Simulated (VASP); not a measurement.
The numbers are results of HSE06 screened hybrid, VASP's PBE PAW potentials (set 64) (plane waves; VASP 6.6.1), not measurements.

A VASP calculation is set up with these files.

KPOINTS:
```
kpoints
0
G
  1 1 1
```

INCAR:
```
! general
SYSTEM  =CoSi63
PREC    =Normal
ENCUT   =400   ! plane-wave cut-off (eV)
LREAL   =Auto
LASPH   =.TRUE.   ! aspherical one-centre terms
ISYM    =0

! electronic loop
EDIFF   =1E-5
NELM    =50   ! most electronic steps
NELMIN  =4
ALGO    =Normal
LMAXMIX =4

! smearing
ISMEAR  =0
SIGMA   =0.05

! functional
GGA     =PE
LHFCALC =.TRUE.
AEXX    =0.25
HFSCREEN=0.2
PRECFOCK=Fast

! spin
ISPIN   =2   ! spin-polarised
MAGMOM  =0.0 0.0 0.0 0.0 0.0 0.0 0.0 0.0 0.0 0.0 0.0 0.0 0.0 0.0 0.0 0.0 0.0 0.0 0.0 0.0 0.0 0.0 0.0 0.0 0.0 0.0 0.0 0.0 0.0 0.0 0.0 0.0 0.0 0.0 0.0 0.0 0.0 0.0 0.0 0.0 0.0 0.0 0.0 0.0 0.0 0.0 0.0 0.0 0.0 0.0 0.0 0.0 0.0 0.0 0.0 0.0 0.0 0.0 0.0 0.0 0.0 0.0 0.0 3.0

! ions
ISIF    =0

! output
LWAVE   =.FALSE.
LCHARG  =.FALSE.
LORBIT  =10
```

POSCAR:
```
CoSi63
1
   10.9370747000     0.0000000000     0.0000000000
    0.0000000000    10.9370747000     0.0000000000
    0.0000000000     0.0000000000    10.9370747000
Si Co
63 1
Direct
  0.5002285037   0.0002190392   0.0002461770
  0.6263325436   0.1244543101   0.1259927337
  0.7512827226   0.2489582047   0.0004747074
  0.8764220760   0.3739420667   0.1254780683
  0.7501598945   0.9993260324   0.2512334847
  0.8733279460   0.1267681163   0.3755181034
  0.0001549259   0.0002202076   0.0002325240
  0.1249398136   0.1245690450   0.1263498113
  0.2487660122   0.2489414710   0.9998101393
  0.3745636572   0.3744924587   0.1234558167
  0.5001165027   0.5002702823   0.0001101040
  0.6259281355   0.6258521321   0.1233616009
  0.7511137953   0.7514058466   0.9992298309
  0.8756202678   0.8754446872   0.1258263072
  0.2503149700   0.0006568499   0.2517365749
  0.3759371483   0.1267252872   0.3758103192
  0.4998511713   0.2515004366   0.2494244751
  0.6166322383   0.3851798302   0.3744963648
  0.7496381202   0.5004137723   0.2485013227
  0.8740410898   0.6243366686   0.3751610699
  0.5001202071   0.0003794932   0.5002073845
  0.6241702694   0.1268692615   0.6246961371
  0.7452220657   0.2551660402   0.4993397291
  0.8738321630   0.3757960072   0.6246287518
  0.7496501301   0.0005008030   0.7485156122
  0.8750355314   0.1242208817   0.8741139731
  0.9999653059   0.5007273132   0.0002570398
  0.1248144846   0.6261742989   0.1263231161
  0.2489956496   0.7513650276   0.0008075300
  0.3741252344   0.8760879136   0.1259620734
  0.0007397405   0.2499265542   0.2513429359
  0.1262382257   0.3757445721   0.3756230927
  0.2518101210   0.4993811738   0.2499641882
  0.3853597276   0.6157056080   0.3763069423
  0.5004416198   0.7487727973   0.2492458384
  0.6240940143   0.8739380016   0.3753712131
  0.0001050449   0.0003099703   0.5003254445
  0.1266907961   0.1267550422   0.6250538126
  0.2546971424   0.2549528735   0.5010471310
  0.3830334154   0.3844806120   0.6266205331
  0.6148575440   0.6155183912   0.6233692324
  0.7451399909   0.7451809584   0.5003566437
  0.8733262365   0.8735553268   0.6245037681
  0.2498703307   0.9991965522   0.7491759619
  0.3737451403   0.1240778564   0.8746428590
  0.4999859118   0.2510614111   0.7512723731
  0.6254651565   0.3744167927   0.8766545793
  0.7482037552   0.4994351585   0.7501661633
  0.8752156466   0.6260557983   0.8738815194
  0.9997362205   0.7502803739   0.2513268553
  0.1267662197   0.8734927090   0.3758521353
  0.0001062971   0.5002732326   0.5001452857
  0.1261941328   0.6244102100   0.6250990722
  0.2550643028   0.7450646875   0.4997754625
  0.3758847885   0.8739458536   0.6247687680
  0.9990739745   0.2498421542   0.7491510990
  0.1233578455   0.3738511283   0.8750993960
  0.2500166270   0.5002333209   0.7520409464
  0.3741971101   0.6256167790   0.8768050291
  0.4995156223   0.7483908289   0.7505043882
  0.6257724575   0.8758257121   0.8741282648
  0.0002325235   0.7501718530   0.7489396331
  0.1243321529   0.8752739801   0.8743877786
  0.4992675896   0.4979619416   0.5004567715
```

POTCAR, in this order: Si Co (PBE.64 set). Program: vasp_gam. Read from the step before: WAVECAR.

The resulting files:

File OUTCAR:
```
 ion  position               nearest neighbor table
   1  0.500  0.000  0.000-  30 2.37  45 2.37  61 2.37   2 2.37
   2  0.626  0.124  0.126-   5 2.36   3 2.37   1 2.37  17 2.38
   3  0.751  0.249  0.000-  26 2.37   2 2.37  47 2.37   4 2.37
   4  0.876  0.374  0.125-  31 2.36   3 2.37  27 2.37  19 2.38
   5  0.750  0.999  0.251-   2 2.36  14 2.37   6 2.37  36 2.37
   6  0.873  0.127  0.376-  31 2.37   5 2.37  37 2.39  23 2.40
   7  0.000  0.000  0.000-  14 2.37  63 2.37  26 2.37   8 2.37
   8  0.125  0.125  0.126-  31 2.37  15 2.37   9 2.37   7 2.37
   9  0.249  0.249  1.000-   8 2.37  10 2.37  45 2.37  57 2.37
  10  0.375  0.374  0.123-  33 2.36  17 2.36  11 2.37   9 2.37
  11  0.500  0.500  0.000-  59 2.37  12 2.37  47 2.37  10 2.37
  12  0.626  0.626  0.123-  19 2.36  35 2.36  11 2.37  13 2.37
  13  0.751  0.751  0.999-  49 2.37  61 2.37  12 2.37  14 2.37
  14  0.876  0.875  0.126-   5 2.37  50 2.37   7 2.37  13 2.37
  15  0.250  0.001  0.252-  30 2.36   8 2.37  51 2.37  16 2.37
  16  0.376  0.127  0.376-  39 2.37  21 2.37  17 2.37  15 2.37
  17  0.500  0.252  0.249-  10 2.36  16 2.37  18 2.37   2 2.38
  18  0.617  0.385  0.374-  64 2.25  19 2.37  17 2.37  23 2.42
  19  0.750  0.500  0.249-  12 2.36  18 2.37  20 2.37   4 2.38
  20  0.874  0.624  0.375-  19 2.37  42 2.37  52 2.37  50 2.37
  21  0.500  0.000  0.500-  16 2.37  22 2.37  55 2.37  36 2.37
  22  0.624  0.127  0.625-  23 2.37  46 2.37  21 2.37  25 2.37
  23  0.745  0.255  0.499-  24 2.37  22 2.37   6 2.40  18 2.42
  24  0.874  0.376  0.625-  23 2.37  48 2.37  52 2.37  56 2.37
  25  0.750  0.001  0.749-  61 2.36  43 2.37  26 2.37  22 2.37
  26  0.875  0.124  0.874-  56 2.37  25 2.37   3 2.37   7 2.37
  27  1.000  0.501  0.000-  57 2.37   4 2.37  28 2.38  49 2.38
  28  0.125  0.626  0.126-  50 2.36  29 2.37  27 2.38  33 2.38
  29  0.249  0.751  0.001-  28 2.37  59 2.37  63 2.37  30 2.37
  30  0.374  0.876  0.126-  15 2.36  29 2.37   1 2.37  35 2.38
  31  0.001  0.250  0.251-   4 2.36   8 2.37   6 2.37  32 2.37
  32  0.126  0.376  0.376-  39 2.37  33 2.37  52 2.37  31 2.37
  33  0.252  0.499  0.250-  10 2.36  32 2.37  34 2.38  28 2.38
  34  0.385  0.616  0.376-  64 2.25  35 2.37  33 2.38  54 2.42
  35  0.500  0.749  0.249-  12 2.36  36 2.37  34 2.37  30 2.38
  36  0.624  0.874  0.375-  42 2.37  35 2.37  21 2.37   5 2.37
  37  0.000  0.000  0.500-  43 2.39  38 2.39  51 2.39   6 2.39
  38  0.127  0.127  0.625-  56 2.37  44 2.37  37 2.39  39 2.40
  39  0.255  0.255  0.501-  32 2.37  16 2.37  38 2.40  40 2.42
...
```

### OSZICAR
```
       N       E                     dE             d eps       ncg     rms          rms(c)
DAV:   1    -0.398238649428E+03   -0.39824E+03   -0.13002E+01   812   0.997E+00    0.193E+01
DAV:   2    -0.398869647531E+03   -0.63100E+00   -0.34105E+00   864   0.116E+01    0.144E+01
DAV:   3    -0.400923124688E+03   -0.20535E+01   -0.15789E+01   782   0.267E+01    0.161E+01
DAV:   4    -0.411556714416E+03   -0.10634E+02   -0.66353E+01   798   0.575E+01    0.441E+01
DAV:   5    -0.494454515542E+03   -0.82898E+02   -0.33312E+02   892   0.795E+01    0.123E+02
DAV:   6    -0.407303832105E+03    0.87151E+02   -0.44599E+02   766   0.487E+01    0.650E+01
DAV:   7    -0.496587055623E+03   -0.89283E+02   -0.17787E+02   788   0.655E+01    0.123E+02
DAV:   8    -0.409562094003E+03    0.87025E+02   -0.51774E+02   782   0.485E+01    0.860E+01
DAV:   9    -0.496606519929E+03   -0.87044E+02   -0.17375E+02   820   0.634E+01    0.101E+02
DAV:  10    -0.402391739699E+03    0.94215E+02   -0.52699E+02   801   0.497E+01    0.924E+01
DAV:  11    -0.495364028656E+03   -0.92972E+02   -0.20423E+02   796   0.619E+01    0.107E+02
DAV:  12    -0.404287017485E+03    0.91077E+02   -0.55868E+02   782   0.485E+01    0.986E+01
DAV:  13    -0.498745781479E+03   -0.94459E+02   -0.22303E+02   796   0.628E+01    0.940E+01
DAV:  14    -0.408636617220E+03    0.90109E+02   -0.52070E+02   785   0.488E+01    0.957E+01
DAV:  15    -0.496888412737E+03   -0.88252E+02   -0.18581E+02   788   0.642E+01    0.957E+01
DAV:  16    -0.406613238897E+03    0.90275E+02   -0.55135E+02   801   0.464E+01    0.964E+01
DAV:  17    -0.498704246275E+03   -0.92091E+02   -0.22840E+02   876   0.627E+01    0.957E+01
DAV:  18    -0.407754834615E+03    0.90949E+02   -0.45746E+02   758   0.523E+01    0.947E+01
DAV:  19    -0.496695290449E+03   -0.88940E+02   -0.14997E+02   732   0.668E+01    0.984E+01
DAV:  20    -0.411585571666E+03    0.85110E+02   -0.52089E+02   822   0.486E+01    0.971E+01
DAV:  21    -0.499896433460E+03   -0.88311E+02   -0.18449E+02   780   0.621E+01    0.970E+01
DAV:  22    -0.409205161056E+03    0.90691E+02   -0.56113E+02   793   0.461E+01    0.974E+01
DAV:  23    -0.498118059391E+03   -0.88913E+02   -0.21846E+02   860   0.626E+01    0.996E+01
DAV:  24    -0.409664418750E+03    0.88454E+02   -0.52235E+02   822   0.501E+01    0.981E+01
DAV:  25    -0.498737980167E+03   -0.89074E+02   -0.17228E+02   804   0.643E+01    0.992E+01
DAV:  26    -0.410356245121E+03    0.88382E+02   -0.53486E+02   814   0.484E+01    0.985E+01
DAV:  27    -0.499487286239E+03   -0.89131E+02   -0.20063E+02   828   0.624E+01    0.999E+01
DAV:  28    -0.410858085115E+03    0.88629E+02   -0.56199E+02   809   0.502E+01    0.991E+01
DAV:  29    -0.497037082247E+03   -0.86179E+02   -0.20400E+02   892   0.590E+01    0.127E+02
DAV:  30    -0.408590515048E+03    0.88447E+02   -0.62122E+02   780   0.545E+01    0.127E+02
DAV:  31    -0.494377812679E+03   -0.85787E+02   -0.22997E+02   916   0.557E+01    0.447E+02
DAV:  32    -0.451248492143E+03    0.43129E+02   -0.14239E+03   788   0.713E+01    0.506E+02
DAV:  33    -0.461154710711E+03   -0.99062E+01   -0.12848E+03   974   0.297E+01    0.254E+02
DAV:  34    -0.421512295624E+03    0.39642E+02   -0.13649E+03   785   0.830E+01    0.175E+02
DAV:  35    -0.472370574509E+03   -0.50858E+02   -0.65351E+02   884   0.374E+01    0.138E+02
DAV:  36    -0.426069260060E+03    0.46301E+02   -0.77034E+02   865   0.651E+01    0.143E+02
DAV:  37    -0.393504863275E+04   -0.35090E+04   -0.10521E+03  1006   0.517E+01    0.354E+02
DAV:  38    -0.165276290935E+04    0.22823E+04   -0.44577E+03   910   0.153E+02    0.412E+02
DAV:  39    -0.309447419536E+04   -0.14417E+04   -0.25516E+03   809   0.480E+01    0.259E+02
DAV:  40    -0.219822946524E+04    0.89624E+03   -0.39235E+03   790   0.187E+02    0.194E+02
DAV:  41    -0.353517465239E+04   -0.13369E+04   -0.24453E+03   833   0.584E+01    0.152E+02
DAV:  42    -0.697305784815E+04   -0.34379E+04   -0.29287E+03   768   0.205E+02    0.125E+02
DAV:  43    -0.797423032070E+04   -0.10012E+04   -0.40045E+03   905   0.735E+01    0.274E+02
DAV:  44    -0.589212762082E+04    0.20821E+04   -0.11395E+04   894   0.410E+02    0.243E+02
DAV:  45    -0.538607764114E+04    0.50605E+03   -0.29506E+03  1025   0.923E+01    0.156E+02
DAV:  46    -0.538272764112E+05   -0.48441E+05   -0.36714E+05   913   0.176E+02    0.173E+02
DAV:  47    -0.167386322328E+05    0.37089E+05   -0.16341E+04   851   0.110E+03    0.255E+02
DAV:  48    -0.192762492330E+06   -0.17602E+06   -0.12651E+06  1070   0.143E+02    0.108E+02
DAV:  49    -0.207617023055E+06   -0.14855E+05   -0.11296E+06  1166   0.126E+02    0.669E+02
DAV:  50    -0.125880353484E+08   -0.12380E+08   -0.12552E+08   918   0.130E+03
   1 F= -.12588035E+08 E0= -.12588035E+08  d E =-.449267E-16  mag=   -37.1570
```

OUTCAR:
```
------------------------ aborting loop EDIFF was not reached (unconverged)  ----------------------------
  volume of cell :     1308.29
      direct lattice vectors                 reciprocal lattice vectors
    10.937074700  0.000000000  0.000000000     0.091432127  0.000000000  0.000000000
     0.000000000 10.937074700  0.000000000     0.000000000  0.091432127  0.000000000
     0.000000000  0.000000000 10.937074700     0.000000000  0.000000000  0.091432127
 POSITION                                       TOTAL-FORCE (eV/Angst)
 -----------------------------------------------------------------------------------
      5.47104      0.00240      0.00269     -2365.173404 -13243.385347  16333.572311
      6.85025      1.36117      1.37799     17852.895324 -15403.520957   4994.234949
      8.21684      2.72287      0.00519      4273.457144 -39821.490794  16092.932174
      9.58549      4.08983      1.37236     12089.343473 -20733.687269  13775.035489
      8.20455     10.92970      2.74776      3858.174800 -13635.677262   5016.365401
      9.55165      1.38647      4.10707     15254.676468 -13554.260932   6631.944866
      0.00169      0.00241      0.00254      3160.494390 -21678.028304 -10659.123999
      1.36648      1.36242      1.38190     28794.107786  -7089.723707  16565.756734
      2.72077      2.72269     10.93500      2025.341217 -12788.830068  14853.717411
      4.09663      4.09585      1.35025     20857.271201  -8259.633166  10040.871451
      5.46981      5.47149      0.00120      1623.905771 -13524.001351  17043.406275
      6.84582      6.84499      1.34922     -3241.751827 -20120.139772  10527.929724
      8.21499      8.21818     10.92865    -16293.606500  -6322.310797   5441.416120
      9.57672      9.57480      1.37617      6096.041857 -17884.811739   1330.129263
      2.73771      0.00718      2.75326     12531.166684 -11561.611688   6888.301082
      4.11165      1.38600      4.11027     17306.194107  -9478.810063  11187.277734
      5.46691      2.75068      2.72797     13176.327302 -14480.120748  14176.969074
      6.74415      4.21274      4.09589    -63641.745493  21852.022154 138491.453420
      8.19885      5.47306      2.71788      9358.821559 -18233.693207  14037.757581
      9.55945      6.82842      4.10316     -5365.429207 -26419.999559  14048.650583
      5.46985      0.00415      5.47081     14712.707973 -20973.347393   7129.521510
      6.82660      1.38758      6.83235      6089.611208  -9545.447925  -5719.969582
      8.15055      2.79077      5.46132      3093.756683 -15988.725676  11468.796469
      9.55717      4.11011      6.83161     17465.981470    845.494553   2389.861055
      8.19898      0.00548      8.18657      7910.019667 -18378.673254  10542.082541
      9.57033      1.35861      9.56025     22382.489054 -26725.593887  10471.064668
     10.93670      5.47649      0.00281     -8970.313338 -20649.265000  17810.139823
      1.36511      6.84852      1.38161     10443.126643   -588.203439  -8828.628640
      2.72328      8.21774      0.00883     -6423.616334 -17830.461605 -17570.360589
      4.09184      9.58184      1.37766     14088.306723 -17094.525161   9554.187484
      0.00809      2.73347      2.74896     16705.352492 -19202.026070   9582.608505
      1.38068      4.10955      4.10822     13349.573239 -17949.548895   8156.758978
      2.75407      5.46177      2.73388     -5819.669726 -20717.919914  14576.451783
      4.21471      6.73402      4.11570     24495.427513   -226.601862   4577.378749
      5.47337      8.18938      2.72602     10782.928335 -11602.398240  12291.574614
      6.82576      9.55833      4.10546      9555.857228 -33201.538405  -6703.470383
      0.00115      0.00339      5.47210     18622.693266 -17751.080907   5839.785699
      1.38563      1.38633      6.83626     18345.704335 -20148.219484  -3269.570302
      2.78564      2.78844      5.47999     38261.626127 -20917.880324    127.537960
      4.18927      4.20509      6.85340     -5123.794895 -95654.689051  74059.960297
      6.72474      6.73197      6.81784      1409.972429 -32170.708068 -24552.666153
      8.14965      8.15010      5.47244      8596.842141 -19799.419922  14330.959176
      9.55163      9.55414      6.83024      8220.718360 -22251.261280   4086.071249
      2.73285     10.92829      8.19379     11874.323054 -21023.693774   1879.517697
      4.08768      1.35705      9.56603     12286.695102 -20664.649870  15169.722459
      5.46838      2.74588      8.21672      8299.166370 -12795.690632    870.065431
      6.84076      4.09502      9.58804      8355.520715 -23486.178376   7995.060915
      8.18316      5.46236      8.20462     14781.964845 -18068.323810   8379.804215
      9.57230      6.84722      9.55771     10151.495093 -16471.604184  21568.036702
     10.93419      8.20587      2.74878     13443.291473 -30376.972584   9107.127167
      1.38645      9.55346      4.11072     10077.801959 -17933.788215  10178.367994
      0.00116      5.47153      5.47013     13640.858351 -26726.058766  11425.151732
      1.38019      6.82922      6.83676     19653.513539 -14189.281829   8574.489047
      2.78966      8.14883      5.46608       187.027486 -25987.485153  23234.886832
      4.11108      9.55841      6.83314      7749.066715 -17099.766847  10806.342585
     10.92695      2.73254      8.19352     17090.743727 -16369.045378   7479.799963
      1.34917      4.08884      9.57103     11230.672631 -19064.089306   9205.975654
      2.73445      5.47109      8.22513     23660.165796 -34612.159478  -5398.914764
      4.09262      6.84242      9.58968      6777.282182 -22245.513997  -4697.856904
      5.46324      8.18521      8.20832     14895.523521 -15713.361000   7969.899469
      6.84412      9.57897      9.56041     13996.323808 -29866.187577  24202.911199
      0.00254      8.20469      8.19121     10585.494867 -22644.106419  10034.419000
      1.35983      9.57294      9.56324     13351.615853 -15581.292448  19457.592568
      5.46053      5.44625      5.47353   -557634.3603271181823.005431-674611.071515
 -----------------------------------------------------------------------------------
    total drift:                          -796775.4110581211885.651225-632822.755725
  FREE ENERGIE OF THE ION-ELECTRON SYSTEM (eV)
  ---------------------------------------------------
  free  energy   TOTEN  = -12588035.3483920824 eV

  energy  without entropy=-12588035.3483920824  energy(sigma->0) =-12588035.34839208

  exchange ACFDT corr.  =         0.00000000  see jH, gK, PRB 81, 115126

 total charge

# of ion       s       p       d       tot
------------------------------------------
    1        1.391   0.817   0.000   2.209
    2        0.950   0.913   0.000   1.864
    3        2.246   0.401   0.000   2.647
    4        1.038   0.782   0.000   1.821
    5        0.676   0.858   0.000   1.534
    6        1.033   0.861   0.000   1.894
    7        0.785   0.872   0.000   1.657
    8        1.241   0.551   0.000   1.792
    9        1.084   0.812   0.000   1.897
   10        2.555   0.346   0.000   2.901
   11        1.467   0.612   0.000   2.078
   12        0.564   0.705   0.000   1.269
   13        0.604   0.809   0.000   1.414
   14        0.855   0.804   0.000   1.659
   15        1.660   0.414   0.000   2.074
   16        1.545   0.570   0.000   2.115
   17        2.057   0.601   0.000   2.659
   18        0.818   0.662   0.000   1.479
   19        0.940   0.827   0.000   1.766
   20        1.668   0.695   0.000   2.363
   21        0.654   0.848   0.000   1.502
   22        2.285   0.422   0.000   2.708
   23        1.722   0.518   0.000   2.240
   24        0.844   0.756   0.000   1.600
...
```
(Selected blocks of OUTCAR.)

**stdout**
```
...
DAV:  31    -0.494377812679E+03   -0.85787E+02   -0.22997E+02   916   0.557E+01    0.447E+02
DAV:  32    -0.451248492143E+03    0.43129E+02   -0.14239E+03   788   0.713E+01    0.506E+02
DAV:  33    -0.461154710711E+03   -0.99062E+01   -0.12848E+03   974   0.297E+01    0.254E+02
DAV:  34    -0.421512295624E+03    0.39642E+02   -0.13649E+03   785   0.830E+01    0.175E+02
DAV:  35    -0.472370574509E+03   -0.50858E+02   -0.65351E+02   884   0.374E+01    0.138E+02
DAV:  36    -0.426069260060E+03    0.46301E+02   -0.77034E+02   865   0.651E+01    0.143E+02
DAV:  37    -0.393504863275E+04   -0.35090E+04   -0.10521E+03  1006   0.517E+01    0.354E+02
DAV:  38    -0.165276290935E+04    0.22823E+04   -0.44577E+03   910   0.153E+02    0.412E+02
DAV:  39    -0.309447419536E+04   -0.14417E+04   -0.25516E+03   809   0.480E+01    0.259E+02
DAV:  40    -0.219822946524E+04    0.89624E+03   -0.39235E+03   790   0.187E+02    0.194E+02
DAV:  41    -0.353517465239E+04   -0.13369E+04   -0.24453E+03   833   0.584E+01    0.152E+02
DAV:  42    -0.697305784815E+04   -0.34379E+04   -0.29287E+03   768   0.205E+02    0.125E+02
DAV:  43    -0.797423032070E+04   -0.10012E+04   -0.40045E+03   905   0.735E+01    0.274E+02
DAV:  44    -0.589212762082E+04    0.20821E+04   -0.11395E+04   894   0.410E+02    0.243E+02
DAV:  45    -0.538607764114E+04    0.50605E+03   -0.29506E+03  1025   0.923E+01    0.156E+02
DAV:  46    -0.538272764112E+05   -0.48441E+05   -0.36714E+05   913   0.176E+02    0.173E+02
DAV:  47    -0.167386322328E+05    0.37089E+05   -0.16341E+04   851   0.110E+03    0.255E+02
DAV:  48    -0.192762492330E+06   -0.17602E+06   -0.12651E+06  1070   0.143E+02    0.108E+02
DAV:  49    -0.207617023055E+06   -0.14855E+05   -0.11296E+06  1166   0.126E+02    0.669E+02
DAV:  50    -0.125880353484E+08   -0.12380E+08   -0.12552E+08   918   0.130E+03

 -----------------------------------------------------------------------------
|                                                                             |
|           W    W    AA    RRRRR   N    N  II  N    N   GGGG   !!!           |
|           W    W   A  A   R    R  NN   N  II  NN   N  G    G  !!!           |
|           W    W  A    A  R    R  N N  N  II  N N  N  G       !!!           |
|           W WW W  AAAAAA  RRRRR   N  N N  II  N  N N  G  GGG   !            |
|           WW  WW  A    A  R   R   N   NN  II  N   NN  G    G                |
|           W    W  A    A  R    R  N    N  II  N    N   GGGG   !!!           |
|                                                                             |
|     The electronic self-consistency was not achieved in the given           |
|     number of steps (NELM). The forces and other quantities evaluated       |
|     might not be reliable so examine the results carefully. If you find     |
|     spurious results, we suggest increasing NELM, if you were close to      |
|     convergence or switching to a different ALGO or adjusting the           |
|     density mixing parameters otherwise.                                    |
|                                                                             |
 -----------------------------------------------------------------------------

   1 F= -.12588035E+08 E0= -.12588035E+08  d E =-.449267E-16  mag=   -37.1570
```

The run did not converge; its last values are not results.

The supercell is sampled at Γ alone, which is coarse: total energies, pressure and levels can be off, energies of defects by several tenths of an eV.

The cell is a supercell with a defect, built from Si (diamond): Co_Si. The cell's shape comes from a PBE relaxation.
